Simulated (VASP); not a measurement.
Ti3BiO3:

```
Ti Bi O
1.0
     4.37820    0.00000    0.00000
     0.00000    4.37820    0.00000
     0.00000    0.00000    5.09373
Ti Bi O
3 1 3
Cartesian
  0.0000 2.1891 2.5469
  2.1891 0.0000 2.5469
  0.0000 0.0000 2.5469
  0.0000 0.0000 0.0000
  2.1891 2.1891 0.5806
  2.1891 2.1891 4.5131
  2.1891 2.1891 2.5469
```

The cell was built by a generator and needn't be a form met in nature.

| Property | Result |
| --- | --- |
| Program | VASP 6.6.1 |
| Task | relaxation of cell and atoms |
| Functional | PBE |
| Potentials or basis | VASP PAW PBE potentials, release 64 (Ti_sv, Bi_d, O) |
| Cutoff | 520 eV |
| k mesh | 3 × 3 × 3 |
| Occupations | gaussian, width 0.15 eV |
| Spin | no spin polarisation |

At the start: pressure 27.9 GPa; volume 13.95 Å³/atom.

Task: Where does the relaxation end?

Result: Over 14 steps the energy falls by 334.5 meV/atom and the volume is 16.78 Å³/atom (+20.3 %); space group P4/mmm (No. 123, to 0.05 Å).

The path:
```csv
step,energy change (eV),largest force (eV/Å),pressure (GPa),volume (Å³)
1,0.0000,8.6616,27.91,97.64
2,3.9461,0.6206,2.98,134.40
3,0.1230,0.1435,-10.12,132.40
4,-0.3907,0.2912,-6.88,125.94
5,-1.2252,2.1854,0.89,111.42
6,-1.2548,2.5974,9.17,104.44
7,-1.4252,2.5346,4.09,108.12
8,-1.4309,2.5560,4.57,107.42
9,-1.9772,2.4746,-1.81,115.26
10,-2.0223,2.4043,-2.92,117.61
11,-2.0340,5.7278,3.79,117.39
12,-2.3108,0.0595,-0.09,117.48
13,-2.3113,0.0425,-0.01,117.48
14,-2.3413,0.0725,0.15,117.46
```

Final structure:
```
Ti Bi O
1.0
     4.50446    0.00000    0.00000
     0.00000    4.50446    0.00000
     0.00000    0.00000    5.78894
Ti Bi O
3 1 3
Direct
  0.00000 0.50000 0.50000
  0.50000 0.00000 0.50000
  0.00000 0.00000 0.50000
  0.00000 0.00000 0.00000
  0.50000 0.50000 0.11392
  0.50000 0.50000 0.88608
  0.50000 0.50000 0.50000
```

Caveat: the k mesh is coarse (spacing up to 0.48 Å⁻¹), so the values aren't converged; the standard files for N, O and F lose accuracy on very short bonds; the volume moved by over 15 % at a fixed basis, so the end points are rough; an odd number of electrons without spin polarisation forces a metal; a magnetic or distorted state may lie lower; the relaxation stopped at a loose force limit of 0.08 eV/Å, so its end isn't a converged minimum.
